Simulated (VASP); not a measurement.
OSZICAR of a VASP run on ZnCu$_{2}$SnSe$_{4}$ (relaxed from the kesterite structure, space group I-4):

OSZICAR:
```
       N       E                     dE             d eps       ncg     rms          rms(c)
DAV:   1     0.635617512315E+03    0.63562E+03   -0.27227E+04  4483   0.166E+03
DAV:   2     0.718554554953E+02   -0.56376E+03   -0.55063E+03  4472   0.438E+02
DAV:   3    -0.248056906554E+02   -0.96661E+02   -0.94767E+02  5847   0.189E+02
DAV:   4    -0.311451281139E+02   -0.63394E+01   -0.62655E+01  5744   0.485E+01
DAV:   5    -0.314086589858E+02   -0.26353E+00   -0.26296E+00  6437   0.107E+01    0.123E+01
DAV:   6    -0.316619170559E+02   -0.25326E+00   -0.35611E+01  6832   0.944E+01    0.981E+00
DAV:   7    -0.295026279501E+02    0.21593E+01   -0.85165E+00  5752   0.706E+01    0.475E+00
DAV:   8    -0.297089181759E+02   -0.20629E+00   -0.44426E+00  7016   0.268E+01    0.340E+00
DAV:   9    -0.295962496125E+02    0.11267E+00   -0.13570E+00  6210   0.200E+01    0.772E-01
DAV:  10    -0.295908948455E+02    0.53548E-02   -0.10566E-01  6456   0.641E+00    0.227E-01
DAV:  11    -0.295920655117E+02   -0.11707E-02   -0.13092E-02  6914   0.212E+00    0.188E-01
DAV:  12    -0.295923451350E+02   -0.27962E-03   -0.28865E-03  6856   0.134E+00    0.776E-02
DAV:  13    -0.295923687481E+02   -0.23613E-04   -0.95306E-04  7108   0.482E-01    0.175E-02
DAV:  14    -0.295923835237E+02   -0.14776E-04   -0.97593E-05  6160   0.141E-01    0.123E-02
DAV:  15    -0.295923885692E+02   -0.50455E-05   -0.19392E-05  6408   0.549E-02    0.383E-03
DAV:  16    -0.295923893643E+02   -0.79517E-06   -0.20653E-06  3840   0.103E-02
   1 F= -.29592389E+02 E0= -.29592621E+02  d E =-.295924E+02
       N       E                     dE             d eps       ncg     rms          rms(c)
DAV:   1    -0.296105639804E+02   -0.18175E-01   -0.33107E-01  4784   0.852E+00    0.104E+00
DAV:   2    -0.296033202501E+02    0.72437E-02   -0.20419E-01  5232   0.874E+00    0.599E-01
DAV:   3    -0.295940174721E+02    0.93028E-02   -0.57976E-02  5632   0.525E+00    0.251E-01
DAV:   4    -0.295932406149E+02    0.77686E-03   -0.39768E-03  6025   0.501E-01    0.126E-01
DAV:   5    -0.295930129162E+02    0.22770E-03   -0.94901E-04  6759   0.618E-01    0.440E-02
DAV:   6    -0.295930089178E+02    0.39984E-05   -0.23257E-04  6728   0.359E-01    0.290E-02
DAV:   7    -0.295930017964E+02    0.71214E-05   -0.47293E-05  6257   0.175E-01    0.980E-03
DAV:   8    -0.295930018560E+02   -0.59552E-07   -0.58269E-06  4397   0.339E-02
   2 F= -.29593002E+02 E0= -.29593227E+02  d E =-.612492E-03
       N       E                     dE             d eps       ncg     rms          rms(c)
DAV:   1    -0.295933822333E+02   -0.38044E-03   -0.69437E-03  4784   0.124E+00    0.150E-01
DAV:   2    -0.295932176060E+02    0.16463E-03   -0.41021E-03  5200   0.127E+00    0.851E-02
DAV:   3    -0.295930371017E+02    0.18050E-03   -0.12029E-03  5616   0.731E-01    0.381E-02
DAV:   4    -0.295930164818E+02    0.20620E-04   -0.72693E-05  6443   0.873E-02    0.172E-02
DAV:   5    -0.295930106612E+02    0.58205E-05   -0.14947E-05  5865   0.828E-02    0.624E-03
DAV:   6    -0.295930100315E+02    0.62977E-06   -0.39453E-06  3539   0.548E-02
   3 F= -.29593010E+02 E0= -.29593236E+02  d E =-.620667E-03
       N       E                     dE             d eps       ncg     rms          rms(c)
DAV:   1    -0.295930678929E+02   -0.57232E-04   -0.11281E-03  4808   0.498E-01    0.605E-02
DAV:   2    -0.295930422872E+02    0.25606E-04   -0.67162E-04  5208   0.512E-01    0.343E-02
DAV:   3    -0.295930126743E+02    0.29613E-04   -0.19450E-04  5624   0.295E-01    0.151E-02
DAV:   4    -0.295930103730E+02    0.23013E-05   -0.11987E-05  6159   0.338E-02    0.694E-03
DAV:   5    -0.295930100891E+02    0.28387E-06   -0.21652E-06  2904   0.340E-02
   4 F= -.29593010E+02 E0= -.29593235E+02  d E =-.620725E-03
       N       E                     dE             d eps       ncg     rms          rms(c)
DAV:   1    -0.295930176806E+02   -0.73076E-05   -0.13242E-04  4872   0.169E-01    0.205E-02
DAV:   2    -0.295930148892E+02    0.27915E-05   -0.79846E-05  4784   0.178E-01    0.118E-02
DAV:   3    -0.295930114618E+02    0.34273E-05   -0.21980E-05  3853   0.102E-01    0.475E-03
DAV:   4    -0.295930109702E+02    0.49161E-06   -0.11189E-06  2398   0.157E-02
   5 F= -.29593011E+02 E0= -.29593236E+02  d E =-.621606E-03
       N       E                     dE             d eps       ncg     rms          rms(c)
DAV:   1    -0.295930180566E+02   -0.65948E-05   -0.12131E-04  4784   0.164E-01    0.208E-02
DAV:   2    -0.295930149088E+02    0.31478E-05   -0.79427E-05  4784   0.181E-01    0.119E-02
DAV:   3    -0.295930113519E+02    0.35569E-05   -0.23010E-05  3859   0.106E-01    0.510E-03
DAV:   4    -0.295930107530E+02    0.59886E-06   -0.11562E-06  2410   0.198E-02
   6 F= -.29593011E+02 E0= -.29593236E+02  d E =-.621389E-03
       N       E                     dE             d eps       ncg     rms          rms(c)
DAV:   1    -0.295931714090E+02   -0.16006E-03   -0.88642E-03  5676   0.626E-01    0.799E-02
DAV:   2    -0.295931726522E+02   -0.12433E-05   -0.12698E-03  6536   0.553E-01    0.470E-02
DAV:   3    -0.295931376787E+02    0.34974E-04   -0.28776E-04  6120   0.336E-01    0.285E-02
DAV:   4    -0.295931284104E+02    0.92684E-05   -0.27510E-05  6776   0.747E-02    0.124E-02
DAV:   5    -0.295931262336E+02    0.21768E-05   -0.43804E-06  4157   0.368E-02    0.382E-03
DAV:   6    -0.295931260408E+02    0.19276E-06   -0.17159E-06  2618   0.344E-02
   7 F= -.29593126E+02 E0= -.29593352E+02  d E =-.115288E-03
```

Which electronic solver shows in the log?

It is blocked Davidson (ALGO = Normal, or the opening steps of other solvers). The INCAR had ALGO = Normal.

Can the final energy be trusted as converged?

The run converged. It stopped with EDIFF = 1E-6, NELM = 100, NSW = 60 and EDIFFG = -0.02 after 7 ionic steps (PBE GGA, plane waves, VASP's PBE PAW potentials (set 64)).

The structure was generated: ZnCu2SnSe4 was put into the kesterite type (I-4), a phase also known from measurement. This run relaxes it. Symmetry was kept, so distortions that lower it aren't found. The start is the result of an earlier pass.
